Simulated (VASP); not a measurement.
VASP ran on this input.

### POSCAR
```
SiC
2.1847810
  0.0000000000   0.9999997716   0.9999997716
  0.9999997716   0.0000000000   0.9999997716
  0.9999997716   0.9999997716   0.0000000000
Si C
1 1
Cart
  0.0000000000   0.0000000000   0.0000000000
  0.4999998858   0.4999998858   0.4999998858
```

**KPOINTS**
```
Automatic mesh
0
G
  12 12 12
```

**INCAR**
```
SYSTEM = SiC
PREC = Accurate
ENCUT = 520
EDIFF = 1E-7
NELM = 100
ALGO = Normal
LREAL = .FALSE.
LASPH = .TRUE.
ISMEAR = -5
GGA = CX
LUSE_VDW = .TRUE.
AGGAC = 0.0
LWAVE = .FALSE.
LCHARG = .TRUE.
LORBIT = 11
NEDOS = 601
ISIF = 2
```

POTCAR, in this order: Si C (PBE.64 set). Program: vasp_std.

### Question
Write an equivalent input for Quantum ESPRESSO's pw.x.

### Answer
One equivalent input (not run):
```
&CONTROL
  calculation = 'scf'
  pseudo_dir = './pseudo'
  outdir = './out'
  tprnfor = .true.
  tstress = .true.
/
&SYSTEM
  ibrav = 0
  nat = 2
  ntyp = 2
  ecutwfc = 82
  occupations = 'tetrahedra'
  input_dft = 'vdw-df-cx'
/
&ELECTRONS
  conv_thr = 7.3e-09
  electron_maxstep = 100
/
ATOMIC_SPECIES
  Si 28.085 Si.upf
  C 12.011 C.upf
CELL_PARAMETERS angstrom
     0.0000000    2.1847805    2.1847805
     2.1847805    0.0000000    2.1847805
     2.1847805    2.1847805   -0.0000000
ATOMIC_POSITIONS crystal
  Si   0.0000000  0.0000000  0.0000000
  C    0.2500000  0.2500000  0.2500000
K_POINTS automatic
  12 12 12 0 0 0
```
What does not carry over: the potentials are each code's own (VASP's PAW set, PseudoDojo norm-conserving files in pw.x), so ENCUT and ecutwfc are chosen apart and not converted; conv_thr bounds pw.x's estimated SCF error, while EDIFF bounds the energy change between steps.

The compound is SiC in the zinc blende structure. It was relaxed first.
